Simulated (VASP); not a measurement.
Here is a VASP 6.6.1 calculation.

File INCAR:

```
SYSTEM = NbTlTe2
PREC = Accurate
ENCUT = 520
EDIFF = 1E-6
ISMEAR = 0
SIGMA = 0.05
LREAL = .False.
LASPH = .True.
NELM = 60
ALGO = Normal
ISIF = 2
LWAVE = .False.
LCHARG = .False.
GGA = RP
IBRION = 2
NSW = 40
EDIFFG = -0.01
```

KPOINTS

```
regular mesh
0
Gamma
  8 8 3
  0 0 0
```

POSCAR

```
NbTlTe2
1.0
    3.4908900000      0.0000000000      0.0000000000
    0.0000000000      3.4908900000      0.0000000000
    0.0000000000      0.0000000000      8.6012900000
Nb Tl Te
1 1 2
Direct
    0.5000000000      0.5000000000      0.0000000000
    0.5000000000      0.5000000000      0.5000000000
    0.0000000000      0.0000000000      0.8093700000
    0.0000000000      0.0000000000      0.1906300000
```

Potentials or basis: VASP PAW PBE potentials, release 64 (Nb_sv, Tl_d, Te).

Run with:

```sh
$ cat potpaw_PBE.64/Nb_sv/POTCAR potpaw_PBE.64/Tl_d/POTCAR potpaw_PBE.64/Te/POTCAR > POTCAR
$ mpirun -np 1 vasp_std > vasp.out
```

**Question.** What does it give for the energy gained by relaxing?

**Answer.** 0.1 meV/atom.

**Question.** Predict the band gap on the k mesh.

**Answer.** None (metal or under the smearing width).

Stress tensor (GPa, compression positive):
```
1.68 0.00 0.00
0.00 1.68 0.00
0.00 0.00 1.43
```

Caveat: the PAW data sets were made with another functional, which shifts forces and pressure a little. Spin-orbit coupling is left out, which matters for the levels of Te, Tl.
